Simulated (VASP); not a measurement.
A cell of CdS (wurtzite) near equilibrium:

```yaml
crystal:
  lattice:
    - [2.09804, -3.63390, 0.00000]
    - [2.09804, 3.63390, 0.00000]
    - [0.00000, 0.00000, 6.81490]
  atoms:
    - { symbol: Cd, position: [0.66667, 0.33333, 0.50000] }
    - { symbol: Cd, position: [0.33333, 0.66667, 0.00000] }
    - { symbol: S, position: [0.66667, 0.33333, 0.87700] }
    - { symbol: S, position: [0.33333, 0.66667, 0.37700] }
```

Calculation: PBE GGA, VASP's PBE PAW potentials (set 64) (plane waves; VASP).

```
run               ΔE (meV/atom)    σxx    σyy    σzz  largest shear component, with its sign (GPa)  gap (eV)
----------------  -------------  -----  -----  -----  --------------------------------------------  --------
as it is                    0.0   0.36   0.36   0.44                                          0.00      1.12
after one change           10.0  -0.52  -0.52  -3.35                                          0.00      0.98
```
Stress is in GPa, positive when the cell is compressed; gaps are those on the k-mesh, and 0.00 means metallic.

Problem. Name the change that produced these shifts.
A) isotropic strain of -1.5 %
B) isotropic strain of -0.5 %
C) uniaxial strain of +4.0 % along z
D) isotropic strain of +1.5 %

Solution. C, uniaxial strain of +4.0 % along z

The compound is CdS in the wurtzite structure.
